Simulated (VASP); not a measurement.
Input for VASP

POSCAR:
```
BPt
1
    2.7811680132     0.0000000000    -0.0000000000
   -0.0000000000     2.7811680132    -0.0000000000
    0.0000000000    -0.0000000000     2.7811680132
Pt B
1 1
Direct
  0.0000000000   0.0000000000   0.0000000000
  0.5000000000   0.5000000000   0.5000000000
```

INCAR:
```
LCHARG = .False.
NELM = 100
LMAXMIX = 6
LWAVE = .False.
ISIF = 3   ! ions, shape and volume
ISMEAR = 1   ! Methfessel-Paxton
EDIFF = 1E-7   ! SCF stop (eV)
LREAL = .False.   ! projection in real space or not
SIGMA = 0.1   ! width (eV)
GGA = PS
IBRION = 2
PSTRESS = 100
ENCUT = 600   ! plane-wave cut-off (eV)
LASPH = .True.   ! aspherical one-centre terms
EDIFFG = -0.01   ! ionic stop
NSW = 40   ! most ionic steps
PREC = Accurate
SYSTEM = BPt
ALGO = Normal   ! blocked Davidson
```

KPOINTS:
```
Automatic mesh
0
Gamma
12 12 12
0 0 0
```

POTCAR, in this order: Pt B (PBE.64 set). Program: vasp_std.

Write an equivalent input for Ansatz.

One equivalent input (not run):
Ansatz 0.2 input:
```yaml
crystal:
  lattice:
    - [2.7811680, 0.0000000, 0.0000000]
    - [0.0000000, 2.7811680, 0.0000000]
    - [0.0000000, 0.0000000, 2.7811680]
  atoms:
    - { symbol: Pt, position: [0.0000000, 0.0000000, 0.0000000] }
    - { symbol: B, position: [0.5000000, 0.5000000, 0.5000000] }
kpoints:
  mp_grid: { grid: [12, 12, 12] }
hamiltonian:
  xc: pbesol
  pseudopotentials: { kind: paw }
scf:
  occupations: { method: methfessel_paxton, width: 0.1 }
  max_iter: 100
relax:
  max_steps: 40
  f_tol: 0.01
  cell: { p_target: 10 }
output: { forces: true, stress: true, eigenvalues: true }
```
What does not carry over: each code has its own PAW files, so the cut-off isn't converted (ENCUT is set for VASP's; basis.ecutwfc is left out, and Ansatz then takes the one that its files recommend); Ansatz stops its SCF on the density residual and VASP on the energy change (EDIFF).

The structure was generated: BPt was put into the CsCl type (Pm-3m), which need not be its known phase. This run relaxes it under an external pressure of 10 GPa. Symmetry was kept, so distortions that lower it aren't found.
